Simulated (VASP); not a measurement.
Given:

```
CELL_PARAMETERS angstrom
     -2.66400     2.66400     2.66400
      2.66400    -2.66400     2.66400
      2.66400     2.66400    -2.66400
ATOMIC_POSITIONS crystal
  K  0.00000 0.00000 0.00000
```

These are r2SCAN+rVV10, VASP's PBE PAW potentials (set 64) (plane waves; VASP 6.6.1) values and carry that method's errors. Run with 400 eV cut-off, 9×9×9 Γ-centred mesh, first-order Methfessel-Paxton smearing of 0.10 eV, potentials K_sv.

The ions, cell shape and volume are relaxed. Which structure does the run end with?

```
CELL_PARAMETERS angstrom
     -2.65073     2.65073     2.65073
      2.65073    -2.65073     2.65073
      2.65073     2.65073    -2.65073
ATOMIC_POSITIONS crystal
  K  0.00000 0.00000 0.00000
```
Space group Im-3m (229), at a tolerance of 0.03 Å.

How do energy and volume change from the first to the last step?

The energy (σ→0) changes by -0.2 meV/atom and the volume by -1.5 %, in 3 ionic steps.

The structure comes from a measured K entry (Im-3m) of the Crystallography Open Database, whose conditions weren't checked. This run relaxes it. Symmetry was kept, so distortions that lower it aren't found.
